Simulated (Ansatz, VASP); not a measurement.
## Cross-check of Si2MoAsN5 (MoSi2N4 under honeycomb AsN, AA) between VASP and Ansatz

One calculation is typed for both programs; each brings its own data sets. How far apart do they land? Of the first pair: The structure shown is the start of the Ansatz relaxation below; VASP solves that cell, so the two are compared at the walk's first step.

Main program and level: Ansatz 0.2.0; plane waves, with VASP 6.6.1 beside it; single point at PBE with D4.

### Step 1. The structure

The cell holds 9 atoms: 5 N, 2 Si, 1 Mo and 1 As. Cell: a = 2.950 Å, b = 2.950 Å, c = 53.032 Å, α = 90.0°, β = 90.0°, γ = 120.0°. Vacuum lies along c.

Structure file:

```cif
data_structure
_symmetry_space_group_name_H-M 'P 1'
_symmetry_Int_Tables_number 1
_cell_length_a 2.9500
_cell_length_b 2.9500
_cell_length_c 53.0318
_cell_angle_alpha 90.000
_cell_angle_beta 90.000
_cell_angle_gamma 120.000
_cell_volume 399.68
loop_
_atom_site_label
_atom_site_type_symbol
_atom_site_fract_x
_atom_site_fract_y
_atom_site_fract_z
_atom_site_occupancy
N1 N 0.00000 0.00000 0.39599 1
N2 N 0.33333 0.66667 0.43784 1
N3 N 0.33333 0.66667 0.48353 1
N4 N 0.00000 0.00000 0.52538 1
N5 N 0.66667 0.33333 0.58572 1
Si6 Si 0.33333 0.66667 0.40484 1
Si7 Si 0.33333 0.66667 0.51653 1
Mo8 Mo 0.00000 0.00000 0.46068 1
As9 As 0.33333 0.66667 0.60401 1
```

### Step 2. Ansatz: relaxation, PBE with D4

Ansatz runs on its default PAW (the set named soft_2) files.

The two programs are compared at the cell with which this relaxation starts, whose forces are those of its first step.

File input.yaml:

```yaml
crystal:
  lattice:
    - [2.95, 0.0, 0.0]
    - [-1.475, 2.5547749412, 0.0]
    - [0.0, 0.0, 53.031790616]
  atoms:
    - { symbol: "N", position: [0.0, 0.0, 0.3959888919] }
    - { symbol: Si, position: [0.3333333333, 0.6666666667, 0.4048407952] }
    - { symbol: "N", position: [0.3333333333, 0.6666666667, 0.4378398695] }
    - { symbol: Mo, position: [0.0, 0.0, 0.46068396] }
    - { symbol: "N", position: [0.3333333333, 0.6666666667, 0.4835280506] }
    - { symbol: Si, position: [0.3333333333, 0.6666666667, 0.5165271249] }
    - { symbol: "N", position: [0.0, 0.0, 0.5253790282] }
    - { symbol: "N", position: [0.6666666667, 0.3333333333, 0.5857201927] }
    - { symbol: As, position: [0.3333333333, 0.6666666667, 0.6040111081] }
  periodic: [true, true, false]
kpoints:
  mp_grid: { grid: [12, 12, 1] }
hamiltonian:
  xc: pbe
  dispersion: d4
scf:
  occupations: { method: fermi_dirac, width: 0.05 }
  convergence: { dr2_threshold: 1.0e-09 }
relax:
  f_tol: 0.004
  max_steps: 90
  cell: {}
output:
  write_potential: true
  write_density: true
  volumetric_format: npy
```

The run is started by

```
ansatz run input.yaml --threads 4 --pin off --max-ram 6144MiB --backend cpu --events-out ev --progress --plain --runs-dir out
```

Numbers of over 12 decimals in the logs are rounded to 6 here.

Log:

```text
Warning: relax.cell: scf.convergence.dr2_threshold = 1e-9 eV is looser than the 2.0346513956e-10 eV advised for a relaxation that steers and ends on the stress (1e-10 eV for each atom of the cell: 9, times the square of relax.cell.stress_2d_tol = 0.05 N/m over 21.0 Å (the atoms' height at the walk's start and 5 Å past either face), 2.377e-2 GPa, over a crystal's default 0.05). What an SCF threshold leaves in a stress goes as its square root, and in the free energy as the threshold itself, and one threshold admits the most on a small cell: [figures from the program's tests cut] Set scf.convergence.dr2_threshold to 2.0346513956e-10 eV or tighter. [rest of the remark cut]
Engine: ansatz 0.2.0, aarch64-unknown-linux-gnu
Pseudopotentials: kind: paw
Pseudopotential: N, paw, valence charge 5, recommended cutoff 420 eV (normal), N.paw.azcp
Pseudopotential: Si, paw, valence charge 4, recommended cutoff 420 eV (normal), Si.paw.azcp
Pseudopotential: Mo, paw, valence charge 14, recommended cutoff 420 eV (normal), Mo.paw.azcp
Pseudopotential: As, paw, valence charge 15, recommended cutoff 420 eV (normal), As.paw.azcp
Functional definition: PBE
  parameter kappa = 0.804
  parameter beta = 0.066725
  exchange = pbe_x(kappa = kappa, mu = beta*pi^2/3)
  correlation = pbe_c(beta = beta)
Crystal: 9 atoms, lattice volume = 399.679 Å³
Basis set: ecut = 420 eV, 7677 PW (Γ), exchange–correlation on 40×40×720 points (8 copies of the dense FFT grid, shifted against one another)
Bands: 40, of which v1, the nominal top of the filled ones, is band 31 counted from 1 (30 counted from 0)
Symmetry: 6 space group operations
Space group: P3m1 (ITA 156), of the structure as read, at distance tolerance 7.4e-5 Å
k-points: 19 of 144 (time reversal used)
Non-local potential: N, projectors of the file, l = 0: 2, l = 1: 2, l = 2: 1
Non-local potential: Si, projectors of the file, l = 0: 2, l = 1: 2, l = 2: 2
Non-local potential: Mo, projectors of the file, l = 0: 3, l = 1: 2, l = 2: 2, l = 3: 1
Non-local potential: As, projectors of the file, l = 0: 2, l = 1: 2, l = 2: 3, l = 3: 1
PAW form: soft (Blöchl's): semilocal exchange-correlation on the pseudo side does not see the compensation charge
PAW one-centre angular grid: N, 110 points (default); XC on 64 Gauss nodes
PAW one-centre angular grid: Si, 110 points (default); XC on 64 Gauss nodes
PAW one-centre angular grid: Mo, 590 points (default); XC on 64 Gauss nodes
PAW one-centre angular grid: As, 590 points (default); XC on 64 Gauss nodes
Initial density: superposition of atomic densities (neutral atoms: chi_scale 0, normalization atom), corrected by the library's trained network
Initial wavefunctions: pseudopotential atomic-orbital guess
Functional: x = pbe(κ = 0.804, μ = 0.219515), c = pbe(β = 0.066725)
SCF iter   1: F=—  HF=-13011.224072 eV  |F-HF|=—  |Δ(HF+E_count)|=         —  Δρ=2.95e-3  dr2=9.53e-2  ethr=1.77e-3  ⟨swp⟩=14.0  Hψ=5685  notcnv=0  defer=6
preconditioner: auto → Resta (q_TF=auto, 2.000 Å⁻¹)  ε∞=2.2  [insulator: Δε(μ)=0.969 eV  Ē_g=11.374 eV  σ=0.050 eV  W_gap=1.00  n_scr=32 (ndim 8)  ℏωp=12.3 eV  f_vac=0.721  D(μ)=0.00/eV (n_scr^D=0)  ε∞_Penn≈2.2  vacuum switching on, ρ_ref=9.4e-3 e/Å³]
SCF iter   2: F=—  HF=-13011.208594 eV  |F-HF|=—  |Δ(HF+E_count)|=   1.55e-2  Δρ=1.80e-3  dr2=3.86e-2  ethr=1.54e-4  ⟨swp⟩=4.3  Hψ=1884  notcnv=0  defer=55
preconditioner: auto → LDOS  [metal: Δε(μ)=0.088 eV  Ē_g=11.251 eV  σ=0.050 eV  W_gap=0.37  n_scr=32 (ndim 8)  ℏωp=12.3 eV  f_vac=0.721  D(μ)=0.63/eV (n_scr^D=8)  β→1.0]
SCF iter   3: F=—  HF=-13011.209449 eV  |F-HF|=—  |Δ(HF+E_count)|=   8.55e-4  Δρ=9.67e-4  dr2=2.72e-2  ethr=6.23e-5  ⟨swp⟩=3.5  Hψ=1514  notcnv=0  defer=55
SCF iter   4: F=—  HF=-13011.208706 eV  |F-HF|=—  |Δ(HF+E_count)|=   7.43e-4  Δρ=7.01e-4  dr2=5.55e-3  ethr=4.38e-5  ⟨swp⟩=2.8  Hψ=1173  notcnv=0  defer=52
SCF iter   5: F=—  HF=-13011.208134 eV  |F-HF|=—  |Δ(HF+E_count)|=   5.72e-4  Δρ=2.56e-4  dr2=3.93e-3  ethr=8.95e-6  ⟨swp⟩=2.9  Hψ=1146  notcnv=0  defer=53
SCF iter   6: F=—  HF=-13011.208004 eV  |F-HF|=—  |Δ(HF+E_count)|=   1.30e-4  Δρ=1.78e-4  dr2=2.39e-4  ethr=6.34e-6  ⟨swp⟩=1.4  Hψ=926  notcnv=0  defer=50
SCF iter   7: F=—  HF=-13011.208004 eV  |F-HF|=—  |Δ(HF+E_count)|=   4.17e-7  Δρ=7.41e-5  dr2=8.80e-5  ethr=3.86e-7  ⟨swp⟩=3.1  Hψ=1345  notcnv=0  defer=49
[...]
eigensolver tolerance schedule: the retry pair's looser diagonalisation over-reported the residual by 2617.28 of it (diagonalisation noise at 0.16 of the residual, at the tolerance the schedule requests for it); recorded, not acted on — ethr = c·dr2/N_el stays at c = 1.0e-1
preconditioner: auto → LDOS  [insulator: Δε(μ)=0.186 eV  Ē_g=11.465 eV  σ=0.050 eV  W_gap=0.72  n_scr=32 (ndim 8)  ℏωp=12.6 eV  f_vac=0.724  D(μ)=0.20/eV (n_scr^D=4)  ε∞_Penn≈2.2  β→1.0]
SCF iter   2: F=—  HF=-13011.378233 eV  |F-HF|=—  |Δ(HF+E_count)|=   5.91e-5  Δρ=5.13e-6  dr2=2.03e-7  ethr=6.24e-11  ⟨swp⟩=6.4  Hψ=3150  notcnv=0
SCF iter   3: F=—  HF=-13011.378233 eV  |F-HF|=—  |Δ(HF+E_count)|=   2.58e-8  Δρ=2.52e-6  dr2=2.31e-8  ethr=6.24e-11  ⟨swp⟩=4.0  Hψ=1861  notcnv=0
SCF iter   4: F=—  HF=-13011.378233 eV  |F-HF|=—  |Δ(HF+E_count)|=   1.24e-9  Δρ=1.60e-6  dr2=1.13e-8  ethr=3.72e-11  ⟨swp⟩=3.0  Hψ=1025  notcnv=0
SCF iter   5: F=—  HF=-13011.378233 eV  |F-HF|=—  |Δ(HF+E_count)|=  7.13e-10  Δρ=1.10e-6  dr2=3.13e-9  ethr=1.82e-11  ⟨swp⟩=2.7  Hψ=1021  notcnv=0
SCF iter   6: F=-13011.378233 eV  HF=-13011.378233 eV  |F-HF|=1.18e-9  |Δ(HF+E_count)|=  2.24e-10  Δρ=4.25e-7  dr2=9.50e-10  ethr=1.61e-12  ⟨swp⟩=16.4  Hψ=7715  notcnv=0
SCF 10 converged in 6 iterations: F = -13011.378233 eV  dr2 = 9.50e-10
relax step  10: F+E_penalty+E_count = -13011.37823263 eV  Δ(F+E_penalty+E_count) = +1.811e-4 eV  max|allowed force component| = 1.878e-3 eV/Å  Δτ_max = 0.0000 Å  P = -0.012 N/m  Ω = 385.106 Å³  fix = [c, alpha, beta]  reactions: c -0.000 N/m  stress off target by 1.18e-2 N/m on what of the cell is left free  SCF on the basis re-selected at this cell (its energy is not comparable with the rows above)  (6 SCF iters)
basis re-selected at this cell: Δ(F+E_penalty+E_count) = +1.811e-4 eV, ΔP = -0.002 N/m vs the last step (what re-selecting the basis moved, of the pressure what is left beyond the Pulay correction that the steps carried, after the strain that the cell walked since its last selection, with what the two solves' SCF thresholds leave and, on support functions, any second-order correction that the steps lacked; it is no m [...]
WARN: The output density's exchange-correlation potential varies sharply where the density is thin. Do not read a vacuum level from v_tot or v_xc, or from such a field of the output density. On a cell that repeats whose density bears no net charge and no dipole along the vacuum's axis use v_es (v_loc + v_h of the components); under efield.dipole_correction with no amplitude use v_es + v_field, which holds any externa [...]
SCF converged after 6 iterations
Free energy (F): -13011.378233 eV
Harris-Foulkes:  -13011.378233 eV  (|F-HF|=1.18e-9)
Internal energy: -13011.376199 eV  (E = F + TS)
E sigma→0 (E₀):  -13011.377216 eV
Entropy (-TS):   -0.002033 eV (-0.226 meV/atom)
Fermi energy:    -4.607701 eV
--- Per-component energies (eV) ---
  E_band       = -1334.970235
  E_kinetic    = 1296.771486
  E_local      = -428118.249347  (includes V_loc(G=0)·N_el)
  E_nonlocal   = -251.186984
  E_hartree    = 213271.027223
  E_xc         = -678.728315
  E_vxc        = -790.767797  (∫ρ·V_xc dr)
  E_paw        = -6699.237063  (= ΣΔE_a)
  E_vpaw       = -13.592565  (= ΣTr[D̂ρ^β])
  E_aug_tail   = 0.000577  (compensation charges beyond the density's cutoff)
  E_ewald      = 208170.925047
  E_disp       = -2.698823  (pairwise vdW)
  E_smearing   = -0.002033  (= −TS)
  E_closure    = -0.000000  (closes the sum)
  Σ components = -13011.378233   (vs F -13011.378233, Δ=0.00e0)
--- Forces (eV/Å), atoms counted from 1 ---
  atom   1  N      0.00000000     0.00000000     0.00185555
  atom   2  Si     0.00000000    -0.00000000    -0.00187881
  atom   3  N     -0.00000000     0.00000000    -0.00105090
  atom   4  Mo    -0.00000000     0.00000000     0.00141518
  atom   5  N     -0.00000000     0.00000000     0.00103827
  atom   6  Si     0.00000000    -0.00000000    -0.00082020
  atom   7  N     -0.00000000     0.00000000    -0.00046142
  atom   8  N      0.00000000    -0.00000000     0.00074849
  atom   9  As     0.00000000    -0.00000000    -0.00085431
  max |Σ_I F_I| component: 8.15e-6 eV/Å
--- 2D stress c σ (N/m, compression-positive) ---
       -0.011838       0.000000      -0.000000
       -0.000000      -0.011838      -0.000000
       -0.000000      -0.000000      -0.000000
  P = ½ c Tr σ = -0.0118 N/m
--- Band table (eV; the first three rows and the last of 19) ---
  k-point 0: bands = [... 27 lower, -7.0804, -7.0804, -6.5636, -4.6814, -3.3731, -1.7469, -1.7469, -1.4898, ... 5 higher]
  k-point 1: bands = [... 27 lower, -7.2229, -6.9616, -6.5062, -4.7729, -2.8817, -1.9082, -1.7752, -1.5889, ... 5 higher]
  k-point 2: bands = [... 27 lower, -7.5720, -6.9033, -6.5040, -5.1633, -2.3361, -1.9954, -1.8350, -1.5615, ... 5 higher]
  k-point 18: bands = [... 27 lower, -7.8352, -6.7559, -6.0428, -5.0985, -3.9086, -2.7712, -1.3856, -1.1864, ... 5 higher]
  the weakly bound empty levels are not read free of the cell's end (no_gap_told)
--- Relaxed structure (8 steps of the walk, 8 accepted, 2 SCFs on fresh bases) ---
  F+E_penalty+E_count = -13011.37823263 eV   max|allowed force component| = 1.878e-3 eV/Å   (the final SCF, on the basis selected at the relaxed cell)
  cell:  # Å, volume = 385.1058 Å³
    - [2.895720, 0.0, 0]
    - [-1.447860, 2.507767, 0]
    - [0, 0, 53.031790616]
  atoms:
    - { symbol: N, position: [-8.469780941863863e-18, -3.338731039645367e-17, 0.395349] }
    - { symbol: Si, position: [0.333333, 0.666667, 0.405158] }
    - { symbol: N, position: [0.333333, 0.666667, 0.438167] }
    - { symbol: Mo, position: [-7.843725902761682e-18, -3.21352003182493e-17, 0.461674] }
    - { symbol: N, position: [0.333333, 0.666667, 0.485170] }
    - { symbol: Si, position: [0.333333, 0.666667, 0.518209] }
    - { symbol: N, position: [-7.257168345874696e-18, -3.096208520447534e-17, 0.527896] }
    - { symbol: N, position: [0.666667, 0.333333, 0.582343] }
    - { symbol: As, position: [0.333333, 0.666667, 0.600554] }
```

(Part 1 of 2 ends here.)

[Lines on the potential files, build, host, timing and source positions are cut from VASP's logs without a mark.]

[Logs are printed without paths, hosts, clocks, repeated set-up lines and the standing remarks that a program may print on its own settings, such as how far it seeks lower states.]

[Hosts, paths, dates, database ids (printed as entryN), source tags and the programs' standing remarks are cut or masked in the printed files.]
